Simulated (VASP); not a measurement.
# LuMnIn (P-6m2) in VASP: equation of state

Aim: energy against volume of LuMnIn in PBE, for its equilibrium volume and stiffness.

Everything below comes from runs of VASP 6.6.1. Logs are shortened: lines on timing, memory, paths and dates and some standing lists are left out, and cuts for length are marked.

**1. The crystal as given**

Symmetry: P-6m2, No. 187, hexagonal system. The conventional cell has a = 4.737 Å, b = 4.737 Å, c = 3.401 Å, α = 90.00°, β = 90.00°, γ = 120.00°. Around Lu (site symmetry -6m2) lie 6 In at 3.22 Å and 6 Mn at 3.22 Å and 2 Lu at 3.40 Å. In (site symmetry -6m2) is surrounded by 3 Mn at 2.73 Å. Mn (site symmetry -6m2) is surrounded by 3 In at 2.73 Å.

The cell comes from a database or a generator and needn't be the stable form of this composition.

**2. Equation of state, PBE, collinear spin, ferromagnetic start, 20.70 Å³/atom (volume scaled by 0.94)**

Contents of INCAR:

```
SYSTEM = LuMnIn
ALGO = Normal ; EDIFF = 1E-7
ENCUT = 520 ; GGA = PE
ISIF = 2 ; ISMEAR = -1
ISPIN = 2 ; LASPH = .True.
LCHARG = .False. ; LMAXMIX = 4
LORBIT = 11 ; LREAL = .False.
LWAVE = .False. ; MAGMOM = 0 0 4
NBANDS = 36 ; NELM = 150
PREC = Accurate ; SIGMA = 0.05
```

Contents of KPOINTS:

```
k-points
0
Gamma
  7 7 8
  0 0 0
```

Contents of POSCAR:

```
LuMnIn
1.0
    4.6398681360      0.0000000000      0.0000000000
   -2.3199340680      4.0182436760      0.0000000000
    0.0000000000      0.0000000000      3.3313186429
Lu In Mn
1 1 1
Direct
    0.0000000000      0.0000000000      0.0000000000
    0.6666666667      0.3333333333      0.5000000000
    0.3333333333      0.6666666667      0.5000000000
```

Potentials or basis: VASP PAW PBE potentials, release 64 (Lu, In_d, Mn_pv).

The run is started by

```sh
$ cat potpaw_PBE.64/Lu/POTCAR potpaw_PBE.64/In_d/POTCAR potpaw_PBE.64/Mn_pv/POTCAR > POTCAR
$ mpirun -np 1 vasp_std > vasp.out
```

OUTCAR:

```text
SYSTEM = LuMnIn
   EDIFF = 1E-7
   ENCUT = 520
   GGA = PE
   ISIF = 2
   ISMEAR = -1
   ISPIN = 2
   LASPH = .True.
   LORBIT = 11
   LREAL = .False.
   NELM = 150
   PREC = Accurate

 Found     40 irreducible k-points:

 Following reciprocal coordinates:
            Coordinates               Weight
  0.000000  0.000000  0.000000      1.000000
  0.142857  0.000000  0.000000      6.000000
  0.285714  0.000000  0.000000      6.000000
  0.428571 -0.000000  0.000000      6.000000
  0.142857  0.142857  0.000000      6.000000
  0.285714  0.142857  0.000000     12.000000
   k-points           NKPTS =     40   k-points in BZ     NKDIM =     40   number of bands    NBANDS=     36
   number of dos      NEDOS =    301   number of ions     NIONS =      3
   total plane-waves  NPLWV =  36288
   dimension x,y,z NGX =    36 NGY =   36 NGZ =   28
   dimension x,y,z NGXF=    72 NGYF=   72 NGZF=   56
   ions per type =               1   1   1
   NGX,Y,Z   is equivalent  to a cutoff of  12.90, 12.90, 13.97 a.u.
   NGXF,Y,Z  is equivalent  to a cutoff of  25.80, 25.80, 27.95 a.u.
 SYSTEM =  LuMnIn
   PREC   = accura    normal or accurate (medium, high low for compatibility)
   ISTART =      0    job   : 0-new  1-cont  2-samecut
   ICHARG =      2    charge: 1-file 2-atom 10-const
   ISPIN  =      2    spin polarized calculation?
   LNONCOLLINEAR =      F non collinear calculations
   LSORBIT =      F    spin-orbit coupling
   LASPH  =      T    aspherical Exc in radial PAW
   ENCUT  =  520.0 eV  38.22 Ry    6.18 a.u.   8.63  8.63  6.19*2*pi/ulx,y,z
   NELM   =    150;   NELMIN=  2; NELMDL= -5     # of ELM steps
   EDIFF  = 0.1E-06   stopping-criterion for ELM
   LREAL  =      F    real-space projection
   EDIFFG = 0.1E-05   stopping-criterion for IOM
   NSW    =      0    number of steps for IOM
   IBRION =     -1    ionic relax: 0-MD 1-quasi-New 2-CG
   NFREE  =      0    steps in history (QN), initial steepest desc. (CG)
   ISIF   =      2    stress and relaxation
   ISYM   =      2    0-nonsym 1-usesym 2-fastsym
   POTIM  = 0.5000    time-step for ionic-motion
   TEBEG  =    0.0;   TEEND  =   0.0 temperature during run
   PSTRESS=    0.0 pullay stress
   NELECT =      51.0000    total number of electrons
   NUPDOWN=      -1.0000    fix difference up-down
   EMIN   =  10.00;   EMAX   =-10.00  energy-range for DOS
   EFERMI =   0.00;   METHOD = LEGACY
   ISMEAR =    -1;   SIGMA  =   0.05  broadening in eV -4-tet -1-fermi 0-gaus
   EFERMI_NEDOS =   21; number of points for ismear=-14 and -15
   IALGO  =     38    algorithm
   IMIX   =      4    mixing-type and parameters
     AMIX     =   0.40;   BMIX     =  1.00
     AMIX_MAG =   1.60;   BMIX_MAG =  1.00
  volume/ion in A,a.u.               =      20.70       139.71
  Fermi-wavevector in a.u.,A,eV,Ry     =   1.533012  2.896972 31.975399  2.350126
  Thomas-Fermi vector in A             =   2.640138
   LORBIT       =     11    0 simple, 1 ext, 2 COOP (PROOUT), +10 PAW based schemes
   GGA     = PE    functional components
   LHFCALC =     F    Hartree Fock is set to
   AEXX    =    0.0000 exact exchange contribution
   IVDW    =     0    specifies the selected vdW correction
   LEPSILON=     F    determine dielectric tensor
   LRPA    =     F    only Hartree local field effects (RPA)
 spin polarized calculation
  energy-cutoff  :      520.00
  volume of cell :       62.11
 maximum number of plane-waves:      1699
 NGX is ok and might be reduce to    36
   NGX = 17   NGY = 17   NGZ = 13

 number of electron      51.0000011 magnetization       3.4633534

 Free energy of the ion-electron system (eV)
  ---------------------------------------------------
  ext. energy  EPLUGINS =         0.00000000
  ---------------------------------------------------
  free energy    TOTEN  =       -16.21577692 eV

  energy without entropy =      -16.20400761  energy(sigma->0) =      -16.20989226

 E-fermi :   6.1923     XC(G=0): -11.4344

 val. band max:        6.1466211103   @ k =   0.1429   0.1429   0.3750
[... 66 lines left out ...]
      5     -20.6675      1.00000
      6     -20.6675      1.00000
[... 28 lines left out ...]
     35      14.4727      0.00000
     36      14.7484      0.00000

 k-point     2 :       0.1429    0.0000    0.0000
  band No.  band energies     occupation
      1     -49.9614      1.00000
      2     -39.9834      1.00000
      3     -39.9833      1.00000
      4     -39.8249      1.00000
      5     -20.6714      1.00000
      6     -20.6681      1.00000
[... 28 lines left out ...]
     35      14.6762      0.00000
     36      15.3366      0.00000

 k-point     3 :       0.2857    0.0000    0.0000
  band No.  band energies     occupation
      1     -49.9613      1.00000
      2     -39.9834      1.00000
      3     -39.9833      1.00000
      4     -39.8249      1.00000
      5     -20.6801      1.00000
      6     -20.6696      1.00000
[... 28 lines left out ...]
     35      14.9663      0.00000
     36      16.3817      0.00000

 k-point     4 :       0.4286   -0.0000    0.0000
  band No.  band energies     occupation
      1     -49.9612      1.00000
      2     -39.9835      1.00000
      3     -39.9833      1.00000
      4     -39.8249      1.00000
      5     -20.6870      1.00000
      6     -20.6708      1.00000
[... 28 lines left out ...]
     35      15.7147      0.00000
     36      16.6246      0.00000

 k-point     5 :       0.1429    0.1429    0.0000
  band No.  band energies     occupation
      1     -49.9613      1.00000
      2     -39.9834      1.00000
      3     -39.9833      1.00000
      4     -39.8249      1.00000
      5     -20.6771      1.00000
      6     -20.6698      1.00000
[... 28 lines left out ...]
     35      14.7056      0.00000
     36      16.3085      0.00000

 k-point     6 :       0.2857    0.1429    0.0000
  band No.  band energies     occupation
      1     -49.9612      1.00000
      2     -39.9835      1.00000
      3     -39.9832      1.00000
      4     -39.8249      1.00000
      5     -20.6837      1.00000
      6     -20.6723      1.00000
[... 28 lines left out ...]
     35      15.0775      0.00000
     36      16.2520      0.00000

 [... further k-points ...]

------------------------ aborting loop because EDIFF is reached ----------------------------------------

  FORCE on cell =-STRESS in cart. coord.  units (eV):
  Direction    XX          YY          ZZ          XY          YZ          ZX
  --------------------------------------------------------------------------------------
  -------------------------------------------------------------------------------------
  Total        2.1184737      2.1184737      1.6176677      0.0000000      0.0000000      0.0000000
  in kB       54.6481651     54.6481651     41.7293678      0.0000000      0.0000000      0.0000000
  external PRESSURE =      50.3418993 kB  Pullay stress =       0.0000000 kB

 VOLUME and BASIS-vectors are now :
 -----------------------------------------------------------------------------
  energy-cutoff  :      520.00
  volume of cell :       62.11
      direct lattice vectors                 reciprocal lattice vectors
     4.639868136  0.000000000  0.000000000     0.215523366  0.124432474  0.000000000
    -2.319934068  4.018243676  0.000000000     0.000000000  0.248864947  0.000000000
     0.000000000  0.000000000  3.331318643     0.000000000  0.000000000  0.300181432

 POSITION                                       TOTAL-FORCE (eV/Angst)
 -----------------------------------------------------------------------------------
      0.00000      0.00000      0.00000         0.000000     -0.000000      0.000000
      2.31993      1.33941      1.66566        -0.000000      0.000000      0.000000
     -0.00000      2.67883      1.66566         0.000000     -0.000000      0.000000
 -----------------------------------------------------------------------------------
    total drift:                               -0.000000      0.000000     -0.000000

  FREE ENERGIE OF THE ION-ELECTRON SYSTEM (eV)
  ---------------------------------------------------
  free  energy   TOTEN  =       -16.2157769159 eV

  energy  without entropy=      -16.2040076138  energy(sigma->0) =      -16.20989226

 total charge

# of ion       s       p       d       f       tot
--------------------------------------------------
    1        2.271   6.080   0.841  13.969  23.162
    2        0.909   0.913   9.840   0.000  11.662
    3        0.327   6.228   4.956   0.000  11.511
--------------------------------------------------
tot          3.507  13.221  15.637  13.969  46.334

 magnetization (x)

# of ion       s       p       d       f       tot
--------------------------------------------------
    1       -0.023  -0.006  -0.108   0.007  -0.131
    2       -0.009  -0.023   0.005   0.000  -0.027
    3        0.038   0.037   3.453   0.000   3.528
--------------------------------------------------
tot          0.006   0.008   3.350   0.007   3.370
```

It took 88 s on 1 thread of Intel Xeon 6975P-C (Granite Rapids), shared host; peak memory 0.32 GiB.

Results:

```yaml
Free_energy: -16.2158 eV
Pressure: 5.0 GPa
Band_gap_on_the_k_mesh: none (metal or under the smearing width)
Net_moment: 3.46 μB per cell
Site_moments: Lu -0.13; In -0.03; Mn +3.53 μB
Valence_electrons_inside_the_program's_atomic_spheres: Lu 23.16; In 11.66; Mn 11.51
```

Caveat: spin-orbit coupling is left out, which moves the levels of the heavy elements.

**3. Equation of state, PBE, collinear spin, ferromagnetic start, 21.14 Å³/atom (volume scaled by 0.96)**

Contents of INCAR:

```
PREC = Accurate
ENCUT = 520
EDIFF = 1E-7
ISMEAR = -1
SIGMA = 0.05
LREAL = F
LASPH = T
NELM = 100
ALGO = Normal
ISIF = 2
LWAVE = F
LCHARG = F
ISPIN = 2
MAGMOM = 0 0 4
LORBIT = 11
LMAXMIX = 4
GGA = PE
NBANDS = 36
```

Contents of KPOINTS:

```
regular mesh
0
Gamma
  7 7 8
```

Contents of POSCAR:

```
LuMnIn
1.0
    4.6725443403      0.0000000000      0.0000000000
   -2.3362721701      4.0465420990      0.0000000000
    0.0000000000      0.0000000000      3.3547794063
Lu In Mn
1 1 1
Direct
    0.0000000000      0.0000000000      0.0000000000
    0.6666666667      0.3333333333      0.5000000000
    0.3333333333      0.6666666667      0.5000000000
```

Potentials or basis: VASP PAW PBE potentials, release 64 (Lu, In_d, Mn_pv).

The run is started by

```sh
$ cat potpaw_PBE.64/Lu/POTCAR potpaw_PBE.64/In_d/POTCAR potpaw_PBE.64/Mn_pv/POTCAR > POTCAR
$ mpirun -np 1 vasp_std > vasp.out
```

It took 88 s on 1 thread of Intel Xeon 6975P-C (Granite Rapids), shared host; peak memory 0.32 GiB.

Results (log left out):

| Quantity | Value |
| --- | --- |
| Free energy | -16.2500 eV |
| Pressure | 3.2 GPa |
| Band gap on the k mesh | none (metal or under the smearing width) |
| Net moment | 3.48 μB per cell |
| Site moments | Lu -0.14; In -0.03; Mn +3.56 μB |
| Valence electrons inside the program's atomic spheres | Lu 23.14; In 11.64; Mn 11.49 |

Caveat: spin-orbit coupling is left out, which moves the levels of the heavy elements.

**4. Equation of state, PBE, collinear spin, ferromagnetic start, 21.58 Å³/atom (volume scaled by 0.98)**

Contents of INCAR:

```
SYSTEM = LuMnIn
PREC     = Accurate       ! precision mode
ENCUT    = 520            ! plane-wave cutoff, eV
EDIFF    = 1E-7           ! SCF threshold, eV
ISMEAR   = -1             ! smearing method
SIGMA    = 0.05           ! smearing width, eV
LREAL    = .False.        ! projectors in reciprocal space
LASPH    = .True.         ! aspherical terms in the spheres
NELM     = 100            ! most SCF steps
ALGO     = Normal         ! electronic algorithm
ISIF     = 2              ! what is computed and relaxed
LWAVE    = .False.        ! write WAVECAR
LCHARG   = .False.        ! write CHGCAR
ISPIN    = 2              ! spin polarisation
MAGMOM   = 0 0 4          ! initial moments
LORBIT   = 11             ! projections on sites
LMAXMIX  = 4              ! l up to which the mixer works
GGA      = PE             ! functional
NBANDS   = 36             ! bands
```

Contents of KPOINTS:

```
regular mesh
0
Gamma
  7 7 8
  0 0 0
```

Contents of POSCAR:

```
LuMnIn
1.0
    4.7047698023      0.0000000000      0.0000000000
   -2.3523849012      4.0744501678      0.0000000000
    0.0000000000      0.0000000000      3.3779165472
Lu In Mn
1 1 1
Direct
    0.0000000000      0.0000000000      0.0000000000
    0.6666666667      0.3333333333      0.5000000000
    0.3333333333      0.6666666667      0.5000000000
```

The run is started by

```sh
$ cat potpaw_PBE.64/Lu/POTCAR potpaw_PBE.64/In_d/POTCAR potpaw_PBE.64/Mn_pv/POTCAR > POTCAR
$ mpirun -np 1 vasp_std > vasp.out
```

Wall time 90 s (1 thread of Intel Xeon 6975P-C (Granite Rapids), shared host); peak memory 0.33 GiB.

Results (log left out):

```yaml
Free_energy: -16.2697 eV
Pressure: 1.5 GPa
Band_gap_on_the_k_mesh: none (metal or under the smearing width)
Net_moment: 3.49 μB per cell
Site_moments: Lu -0.14; In -0.03; Mn +3.59 μB
Valence_electrons_inside_the_program's_atomic_spheres: Lu 23.11; In 11.61; Mn 11.47
```

Caveat: spin-orbit coupling is left out, which moves the levels of the heavy elements.

**5. Equation of state, PBE, collinear spin, ferromagnetic start, 22.47 Å³/atom (volume scaled by 1.02)**

Contents of INCAR:

```
PREC = Accurate
ENCUT = 520
EDIFF = 1E-7
ISMEAR = -1
SIGMA = 0.05
LREAL = F
LASPH = T
NELM = 120
ALGO = Normal
ISIF = 2
LWAVE = F
LCHARG = F
ISPIN = 2
MAGMOM = 0 0 4
LORBIT = 11
LMAXMIX = 4
GGA = PE
NBANDS = 36
```

Contents of KPOINTS:

```
Automatic mesh
0
Gamma
  7 7 8
```

Contents of POSCAR:

```
LuMnIn
1.0
    4.7679286114      0.0000000000      0.0000000000
   -2.3839643057      4.1291473009      0.0000000000
    0.0000000000      0.0000000000      3.4232631199
Lu In Mn
1 1 1
Direct
    0.0000000000      0.0000000000      0.0000000000
    0.6666666667      0.3333333333      0.5000000000
    0.3333333333      0.6666666667      0.5000000000
```

The run is started by

```sh
$ cat potpaw_PBE.64/Lu/POTCAR potpaw_PBE.64/In_d/POTCAR potpaw_PBE.64/Mn_pv/POTCAR > POTCAR
$ mpirun -np 1 vasp_std > vasp.out
```

It took 1.7 min on 1 thread of Intel Xeon 6975P-C (Granite Rapids), shared host; peak memory 0.32 GiB.

Results (log left out):

| Quantity | Value |
| --- | --- |
| Free energy | -16.2716 eV |
| Pressure | -1.3 GPa |
| Band gap on the k mesh | none (metal or under the smearing width) |
| Net moment | 3.52 μB per cell |
| Site moments | Lu -0.15; In -0.04; Mn +3.65 μB |
| Valence electrons inside the program's atomic spheres | Lu 23.06; In 11.57; Mn 11.44 |

Caveat: spin-orbit coupling is left out, which moves the levels of the heavy elements.

**6. Equation of state, PBE, collinear spin, ferromagnetic start, 22.91 Å³/atom (volume scaled by 1.04)**

Contents of INCAR:

```
SYSTEM = LuMnIn
  PREC = Accurate
  ENCUT = 520
  EDIFF = 1E-7
  ISMEAR = -1
  SIGMA = 0.05
  LREAL = .False.
  LASPH = .True.
  NELM = 150
  ALGO = Normal
  ISIF = 2
  LWAVE = .False.
  LCHARG = .False.
  ISPIN = 2
  MAGMOM = 0 0 4
  LORBIT = 11
  LMAXMIX = 4
  GGA = PE
  NBANDS = 36
```

Contents of KPOINTS:

```
Automatic mesh
0
Gamma
  7 7 8
  0 0 0
```

Contents of POSCAR:

```
LuMnIn
1.0
    4.7988900543      0.0000000000      0.0000000000
   -2.3994450271      4.1559606970      0.0000000000
    0.0000000000      0.0000000000      3.4454927241
Lu In Mn
1 1 1
Direct
    0.0000000000      0.0000000000      0.0000000000
    0.6666666667      0.3333333333      0.5000000000
    0.3333333333      0.6666666667      0.5000000000
```

Potentials or basis: VASP PAW PBE potentials, release 64 (Lu, In_d, Mn_pv).

The run is started by

```sh
$ cat potpaw_PBE.64/Lu/POTCAR potpaw_PBE.64/In_d/POTCAR potpaw_PBE.64/Mn_pv/POTCAR > POTCAR
$ mpirun -np 1 vasp_std > vasp.out
```

It took 92 s on 1 thread of Intel Xeon 6975P-C (Granite Rapids), shared host; peak memory 0.33 GiB.

It converged, with:

- Free energy: -16.2564 eV
- Pressure: -2.5 GPa
- Band gap on the k mesh: none (metal or under the smearing width)
- Net moment: 3.54 μB per cell
- Site moments: Lu -0.15; In -0.04; Mn +3.68 μB
- Valence electrons inside the program's atomic spheres: Lu 23.04; In 11.55; Mn 11.43

Caveat: spin-orbit coupling is left out, which moves the levels of the heavy elements.

**7. Equation of state, PBE, collinear spin, ferromagnetic start, 23.35 Å³/atom (volume scaled by 1.06)**

Contents of INCAR:

```
ALGO     = Normal         # electronic algorithm
EDIFF    = 1E-7           # SCF threshold, eV
ENCUT    = 520            # plane-wave cutoff, eV
GGA      = PE             # functional
ISIF     = 2              # what is computed and relaxed
ISMEAR   = -1             # smearing method
ISPIN    = 2              # spin polarisation
LASPH    = True           # aspherical terms in the spheres
LCHARG   = False          # write CHGCAR
LMAXMIX  = 4              # l up to which the mixer works
LORBIT   = 11             # projections on sites
LREAL    = False          # projectors in reciprocal space
LWAVE    = False          # write WAVECAR
MAGMOM   = 0 0 4          # initial moments
NBANDS   = 36             # bands
NELM     = 150            # most SCF steps
PREC     = Accurate       # precision mode
SIGMA    = 0.05           # smearing width, eV
```

Contents of KPOINTS:

```
k-points
0
Gamma
  7 7 8
```

Contents of POSCAR:

```
LuMnIn
1.0
    4.8294570571      0.0000000000      0.0000000000
   -2.4147285286      4.1824324979      0.0000000000
    0.0000000000      0.0000000000      3.4674391293
Lu In Mn
1 1 1
Direct
    0.0000000000      0.0000000000      0.0000000000
    0.6666666667      0.3333333333      0.5000000000
    0.3333333333      0.6666666667      0.5000000000
```

The run is started by

```sh
$ cat potpaw_PBE.64/Lu/POTCAR potpaw_PBE.64/In_d/POTCAR potpaw_PBE.64/Mn_pv/POTCAR > POTCAR
$ mpirun -np 1 vasp_std > vasp.out
```

Wall time 1.7 min (1 thread of Intel Xeon 6975P-C (Granite Rapids), shared host); peak memory 0.34 GiB.

The run converged. Its results:

```yaml
Free_energy: -16.2321 eV
Pressure: -3.5 GPa
Band_gap_on_the_k_mesh: none (metal or under the smearing width)
Net_moment: 3.57 μB per cell
Site_moments: Lu -0.15; In -0.04; Mn +3.71 μB
Valence_electrons_inside_the_program's_atomic_spheres: Lu 23.02; In 11.53; Mn 11.41
```

Caveat: spin-orbit coupling is left out, which moves the levels of the heavy elements.

**8. Equation of state, PBE, collinear spin, ferromagnetic start**

No new run: the results of the series are fitted here.

Results:

- Equilibrium volume: 22.05 Å³/atom
- Bulk modulus at fixed shape and positions: 70 GPa
- Pressure derivative of the bulk modulus: 4.7

Energy against volume, from the lowest point:
```
volume (Å³/atom)  energy (meV/atom)
          20.703              20.22
          21.144               8.82
          21.584               2.25
          22.025               0.00
          22.465               1.62
          22.906               6.66
          23.346              14.78
```

Caveat: the cell was scaled at fixed shape and fractional positions, which overstates the stiffness of a crystal with free parameters, most of all of layers and chains; spin-orbit coupling is left out, which moves the levels of the heavy elements.
